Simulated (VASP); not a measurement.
Given:

```
CELL_PARAMETERS angstrom
     -2.63168     2.63168     5.24540
      2.63168    -2.63168     5.24540
      2.63168     2.63168    -5.24540
ATOMIC_POSITIONS crystal
  Cu 0.00000 0.00000 0.00000
  Cu 0.75000 0.25000 0.50000
  Zn 0.25000 0.75000 0.50000
  Ge 0.50000 0.50000 0.00000
  S  0.63023 0.62063 0.49773
  S  0.12289 0.13250 0.50227
  S  0.37937 0.87711 0.00961
  S  0.86750 0.36977 0.99039
```

All values below come from PBEsol GGA, VASP's PBE PAW potentials (set 64) (plane waves; VASP). Numerical set-up: 400 eV cut-off, 7×7×7 Γ-centred mesh, tetrahedra with Blöchl corrections, potentials Cu Zn Ge_d S.

**Question.** Tabulate the total density of states (states/eV per cell) against energy (eV; zero at the valence-band maximum or, without a gap, the Fermi level).

**Answer.** 
(E (eV), DOS (states/eV)): (-9.94, 0.00); (-9.41, 0.00); (-8.76, 3.98); (-8.23, 0.00); (-7.58, 0.00); (-7.05, 22.4); (-6.40, 1.94); (-5.87, 2.55); (-5.22, 3.96); (-4.69, 5.94); (-4.04, 12.1); (-3.50, 12.0); (-2.86, 0.00); (-2.32, 6.41); (-1.79, 7.94); (-1.14, 9.76); (-0.61, 5.85); (0.04, 0.00); (0.57, 0.00); (1.22, 1.48); (1.75, 2.13); (2.40, 1.31); (2.93, 5.84); (3.58, 3.02); (4.11, 3.23)
Within 2 eV below the valence-band maximum the largest weight inside VASP's projection spheres is Cu d, then S p.

The structure was generated: ZnCu2GeS4 was put into the kesterite type (I-4), which need not be its known phase. It was relaxed first.
